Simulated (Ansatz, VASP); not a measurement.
# TeIrS (1T-IrSTe bilayer, AB): VASP beside Ansatz, part 2 of 2

One calculation is typed for both programs; each brings its own data sets. How far apart do they land? The structure shown is the end of the Ansatz relaxation below.

VASP 6.6.1 and Ansatz 0.2.0.

So far: The starting structure; Ansatz: relaxation, PBE with D3(BJ).

## 3. VASP: single point, PBE with D3(BJ)

Level of this step: PBE with D3(BJ), zero-moment start; plane waves and PAW (Te, Ir, S) (VASP).

The same cell, functional, mesh and smearing now go to VASP, with its own data sets.

Lines of VASP's logs that name or quote its potential files are left out, and so is its time.

INCAR reads:

```
SYSTEM = TeIrS
PREC = Accurate
ENCUT = 400
EDIFF = 1E-06
NELM = 200
ISMEAR = -1
SIGMA = 0.05
LREAL = .FALSE.
ALGO = Normal
GGA = PE
IVDW = 12
NBANDS = 30
ISPIN = 2
MAGMOM = -0 0 0 0 0 -0
LASPH = .TRUE.
LMAXMIX = 4
LORBIT = 11
LWAVE = .FALSE.
LCHARG = .FALSE.
ISIF = 2
LDIPOL = .TRUE.
IDIPOL = 3
DIPOL = 0.5 0.5 0.502
LVHAR = .TRUE.
GGA_COMPAT = .FALSE.
NELMDL = -8
KPAR = 2
```

POSCAR reads:

```
TeIrS
1.0
    3.5263284582      0.0000000000      0.0000000000
   -1.7631642291      3.0538900269      0.0000000000
    0.0000000000      0.0000000000     48.4132172999
Te Ir S
2 2 2
Direct
    0.6666666667      0.3333333333      0.4083756243
    0.0000000000      0.0000000000      0.5295295340
    0.0000000000      0.0000000000      0.4462403770
    0.3333333333      0.6666666667      0.5679244910
    0.3333333333      0.6666666667      0.4693244057
    0.6666666667      0.3333333333      0.5908776511
```

KPOINTS reads:

```
Automatic mesh
0
Gamma
12 12 1
0 0 0
```

Potentials, in the order of the species: Te, Ir and S (PBE family, release 64).

The run is started by

```sh
$ mpirun -np 2 vasp_std
```

Numbers of over 12 decimals in the logs are rounded to 6 here.

What it wrote:

```text
[banner, memory and clock lines left out]
running    2 mpi-ranks, on    1 nodes
 distrk:  each k-point on    1 cores,    2 groups
 distr:  one band on    1 cores,    1 groups

 POSCAR found type information on POSCAR TeIrS
 POSCAR found :  3 types and       6 ions
 LDA part: xc-table for (Slater+PW92), standard interpolation
 POSCAR, INCAR and KPOINTS ok, starting setup
 FFT: planning ... GRIDC
 FFT: planning ... GRID_SOFT
 FFT: planning ... GRID
 WAVECAR not read
 entering main loop
       N       E                     dE             d eps       ncg     rms          rms(c)
DAV:   1     0.313718732357E+03    0.31372E+03   -0.11917E+04  2328   0.829E+02
DAV:   2     0.572881188971E+01   -0.30799E+03   -0.28700E+03  3256   0.221E+02
DAV:   3    -0.328999976704E+02   -0.38629E+02   -0.37894E+02  2928   0.819E+01
DAV:   4    -0.341977865718E+02   -0.12978E+01   -0.12844E+01  3058   0.189E+01
DAV:   5    -0.342333528656E+02   -0.35566E-01   -0.35516E-01  3258   0.286E+00
DAV:   6    -0.342341051137E+02   -0.75225E-03   -0.75210E-03  3156   0.407E-01
DAV:   7    -0.342341342032E+02   -0.29089E-04   -0.29084E-04  3256   0.701E-02
DAV:   8    -0.342341356851E+02   -0.14820E-05   -0.14819E-05  2850   0.143E-02    0.254E+01
DAV:   9    -0.334593792946E+02    0.77476E+00   -0.54050E+00  3552   0.209E+01    0.136E+01
DAV:  10    -0.428046557980E+02   -0.93453E+01   -0.70143E+01  3724   0.346E+01    0.308E+01
DAV:  11    -0.333516068481E+02    0.94530E+01   -0.11433E+02  3984   0.315E+01    0.487E+00
DAV:  12    -0.333393757138E+02    0.12231E-01   -0.90273E+00  3268   0.137E+01    0.299E+00
DAV:  13    -0.331535611067E+02    0.18581E+00   -0.44564E+00  3384   0.797E+00    0.176E+00
DAV:  14    -0.331231124475E+02    0.30449E-01   -0.24252E-01  2892   0.223E+00    0.173E+00
[...]
DAV:  25    -0.331145097434E+02    0.20180E-03   -0.36473E-04  3380   0.129E-01    0.134E-01
DAV:  26    -0.331144530548E+02    0.56689E-04   -0.26734E-04  3514   0.978E-02    0.662E-02
DAV:  27    -0.331144535574E+02   -0.50265E-06   -0.39272E-05  3136   0.334E-02    0.663E-02
DAV:  28    -0.331144549312E+02   -0.13738E-05   -0.10375E-05  2594   0.213E-02    0.649E-02
DAV:  29    -0.331144619049E+02   -0.69736E-05   -0.87116E-06  2966   0.175E-02    0.571E-02
DAV:  30    -0.331144637277E+02   -0.18228E-05   -0.20477E-06  1960   0.891E-03    0.543E-02
DAV:  31    -0.331144661941E+02   -0.24665E-05   -0.27528E-06  1976   0.116E-02    0.410E-02
DAV:  32    -0.331144671736E+02   -0.97944E-06   -0.65815E-07  1806   0.454E-03
   1 F= -.35505245E+02 E0= -.35495568E+02  d E =-.193540E-01  mag=     0.0000
```

From OUTCAR (step 3):

```text
ion  position               nearest neighbor table
   1  0.667  0.333  0.408-   3 2.74   3 2.74   3 2.74
   2  0.000  0.000  0.530-   4 2.76   4 2.76   4 2.76
   3  0.000  0.000  0.446-   5 2.32   5 2.32   5 2.32   1 2.74   1 2.74   1 2.74
   4  0.333  0.667  0.568-   6 2.32   6 2.32   6 2.32   2 2.76   2 2.76   2 2.76
   5  0.333  0.667  0.469-   3 2.32   3 2.32   3 2.32
   6  0.667  0.333  0.591-   4 2.32   4 2.32   4 2.32

  LATTYP: Found a hexagonal cell.
 ALAT       =     3.5263284582
 C/A-ratio  =    13.7290720005

 Subroutine GETGRP returns: Found  6 space group operations
 (whereof  6 operations were pure point group operations)

The static configuration has the point symmetry C_3v.

 Found     19 irreducible k-points:

   k-points           NKPTS =     19   k-points in BZ     NKDIM =     19   number of bands    NBANDS=     30

   dimension x,y,z NGX =    24 NGY =   24 NGZ =  320
   dimension x,y,z NGXF=    48 NGYF=   48 NGZF=  640

   ENCUT  =  400.0 eV  29.40 Ry    5.42 a.u.   5.75  5.75 78.95*2*pi/ulx,y,z

   NELECT =      42.0000    total number of electrons

 k-points in reciprocal lattice and weights: Automatic mesh
   0.00000000  0.00000000  0.00000000       0.007
   0.08333333  0.00000000  0.00000000       0.042
   0.16666667  0.00000000  0.00000000       0.042
   0.25000000  0.00000000  0.00000000       0.042
   0.33333333  0.00000000  0.00000000       0.042
   0.41666667  0.00000000  0.00000000       0.042
   0.50000000  0.00000000  0.00000000       0.021
   0.08333333  0.08333333  0.00000000       0.042
   0.16666667  0.08333333  0.00000000       0.083
[...]
0.33333333  0.25000000  0.00000000       0.083
   0.33333333  0.33333333  0.00000000       0.014

 dipolmoment           0.000000      0.000000      0.044603 electrons x Angstroem

 average (electrostatic) potential at core
       1 -96.7346       2 -96.7319       3 -60.3570       4 -60.3609       5 -94.4879
       6 -94.3745

 E-fermi :  -1.8173

 spin component 1
 k-point     1 :       0.0000    0.0000    0.0000
  band No.  band energies     occupation
    ...
     13      -4.4420      1.00000
     14      -4.4355      1.00000
     15      -4.3979      1.00000
     16      -4.3979      1.00000
     17      -2.2383      0.99978
     18      -1.8113      0.47006
     19      -1.4572      0.00074
     20      -1.4572      0.00074
     21      -1.2525      0.00001
     22      -1.2525      0.00001
    ...

 k-point     2 :       0.0833    0.0000    0.0000
  band No.  band energies     occupation
    ...
     14      -4.5013      1.00000
     15      -4.4525      1.00000
     16      -4.3413      1.00000
     17      -2.6754      1.00000
     18      -2.2672      0.99988
     19      -1.4489      0.00063
     20      -1.2627      0.00002
     21      -1.2369      0.00001
     22      -1.1817      0.00000
     23       0.6621      0.00000
    ...

 k-point     3 :       0.1667    0.0000    0.0000
  band No.  band energies     occupation
    ...
     14      -4.5610      1.00000
     15      -4.5551      1.00000
     16      -4.2618      1.00000
     17      -3.2732      1.00000
     18      -2.8400      1.00000
     19      -1.5182      0.00252
     20      -1.5020      0.00183
     21      -1.2929      0.00003
     22      -1.2911      0.00003
     23      -0.1024      0.00000
    ...

 k-point     4 :       0.2500    0.0000    0.0000
  band No.  band energies     occupation
    ...
     16      -4.3575      1.00000
     17      -3.3988      1.00000
     18      -3.1310      1.00000
     19      -2.2482      0.99982
     20      -1.8509      0.66213
     21      -1.8056      0.44217
     22      -1.5784      0.00834
     23      -0.3867      0.00000
     24       0.0846      0.00000
     25       0.5528      0.00000
    ...

 k-point     5 :       0.3333    0.0000    0.0000
  band No.  band energies     occupation
    ...
     18      -3.4676      1.00000
     19      -2.6244      1.00000
     20      -2.2810      0.99991
     21      -2.2115      0.99962
     22      -2.0784      0.99464
     23      -0.3479      0.00000
     24       0.1486      0.00000
     25       0.4739      0.00000
     26       0.8103      0.00000
     27       2.3990      0.00000
    ...

 k-point     6 :       0.4167    0.0000    0.0000
  band No.  band energies     occupation
    ...
     18      -3.5888      1.00000
     19      -2.8617      1.00000
     20      -2.8089      1.00000
     21      -2.6436      1.00000
     22      -2.6406      1.00000
     23      -0.1355      0.00000
     24       0.1482      0.00000
     25       0.4438      0.00000
     26       0.7988      0.00000
     27       1.8332      0.00000
    ...

 Edisp (eV)   -2.39078

  Total       0.12798     0.12798     0.12095     0.00000     0.00000     0.00000
  in kB       0.39328     0.39328     0.37168     0.00000     0.00000     0.00000
  external pressure =        0.39 kB  Pullay stress =        0.00 kB

  energy-cutoff  :      400.00
  volume of cell :      521.36
      direct lattice vectors                 reciprocal lattice vectors
     3.526328458  0.000000000  0.000000000     0.283581071  0.163725608  0.000000000
    -1.763164229  3.053890027  0.000000000     0.000000000  0.327451215  0.000000000
     0.000000000  0.000000000 48.413217300     0.000000000  0.000000000  0.020655516

 POSITION                                       TOTAL-FORCE (eV/Angst)
 -----------------------------------------------------------------------------------
      1.76316      1.01796     19.77078         0.000000      0.000000     -0.004198
      0.00000      0.00000     25.63623         0.000000     -0.000000     -0.000010
      0.00000      0.00000     21.60393         0.000000      0.000000     -0.044884
     -0.00000      2.03593     27.49505         0.000000      0.000000     -0.042324
     -0.00000      2.03593     22.72150        -0.000000     -0.000000      0.045981
      1.76316      1.01796     28.60629         0.000000      0.000000      0.045435
 -----------------------------------------------------------------------------------
    total drift:                               -0.000000     -0.000000     -0.000584

  FREE ENERGIE OF THE ION-ELECTRON SYSTEM (eV)
  ---------------------------------------------------
  free  energy   TOTEN  =       -35.5052446708 eV

  energy  without entropy=      -35.4858906670  energy(sigma->0) =      -35.49556767

 vacuum level on the upper side and lower side of the slab         3.311         2.561

 total charge
# of ion       s       p       d       tot
------------------------------------------
    1        1.402   1.891   0.054   3.348
    2        1.413   1.857   0.058   3.328
    3        0.641   0.625   7.164   8.431
    4        0.648   0.621   7.140   8.409
    5        1.350   2.273   0.000   3.623
    6        1.349   2.272   0.000   3.621
--------------------------------------------------
tot          6.804   9.539  14.417  30.760

 magnetization (x)
# of ion       s       p       d       tot
------------------------------------------
    1        0.000   0.000  -0.000   0.000
    2        0.000   0.000  -0.000   0.000
    3        0.000   0.000   0.000   0.000
    4       -0.000  -0.000   0.000   0.000
    5       -0.000  -0.000   0.000  -0.000
    6       -0.000  -0.000   0.000  -0.000
--------------------------------------------------
tot          0.000  -0.000   0.000   0.000

[... 2 further parts left out ...]
```

This run allows spin, but its moments start at zero, where symmetry between the spins tends to hold them, although Ir can carry a moment.

## 4. Differences

Known differences besides the potentials themselves: Ansatz cuts the interaction across the vacuum, VASP repeats the sheet with a dipole correction; the data sets hold 78 valence electrons in Ansatz (on its default PAW (the set named soft_2) files) and 42 in VASP; the cutoff is 420 eV in Ansatz and 400 eV in VASP. Total energies have different zeros and are not compared.

Forces (eV/Å; atoms numbered as in POSCAR):

```csv
atom,"Ansatz x, y, z","VASP x, y, z"
Te1,"0.000, 0.000, 0.000","0.000, 0.000, -0.004"
Te2,"0.000, 0.000, 0.000","0.000, 0.000, 0.000"
Ir3,"0.000, 0.000, 0.000","0.000, 0.000, -0.045"
Ir4,"0.000, 0.000, 0.000","0.000, 0.000, -0.042"
S5,"0.000, 0.000, 0.000","0.000, 0.000, 0.046"
S6,"0.000, 0.000, 0.000","0.000, 0.000, 0.045"
```

The forces differ by 21 meV/Å r.m.s., where the r.m.s. force is 0.000 eV/Å in Ansatz and 0.021 eV/Å in VASP: the atoms lie near their places of rest in Ansatz, so a percentage would say little (all taken over all components). VASP's last cycles still show a density residual of 4e-03, so its state may not be settled. With vacuum in the cell, a pressure given here is an average over mostly empty space and none of the material.

## 5. Other set-ups

Further runs change the set-up of one program: Ansatz's method, potentials or start, or VASP's data sets, cutoff or form of LDA. The table gives that difference for each run.

```csv
run,r.m.s. force difference (meV/Å)
as above,21
"VASP with the data sets Te_sv_GW, Ir and S and a cutoff of 520 eV",18
```

## 6. Outcome

* r.m.s. force difference (single point, PBE with D3(BJ)): 21 meV/Å

In words: The r.m.s. force difference is 21 meV/Å (single point, PBE with D3(BJ)), beyond the 12 meV/Å picked in this series as the mark of a large difference. The data sets hold unlike numbers of valence electrons (78 in Ansatz and 42 in VASP), so part of the differences comes from the potentials. For single point, PBE with D3(BJ), no further run moves any of the tabulated differences by more than a quarter of its size. How closely two codes agree says nothing of how well the functional describes the real material.

[Lines on the potential files, build, host, timing and source positions are cut from VASP's logs without a mark.]

[Logs are printed without paths, hosts, clocks, repeated set-up lines and the standing remarks that a program may print on its own settings, such as how far it seeks lower states.]

[Hosts, paths, dates, database ids (printed as entryN), source tags and the programs' standing remarks are cut or masked in the printed files.]
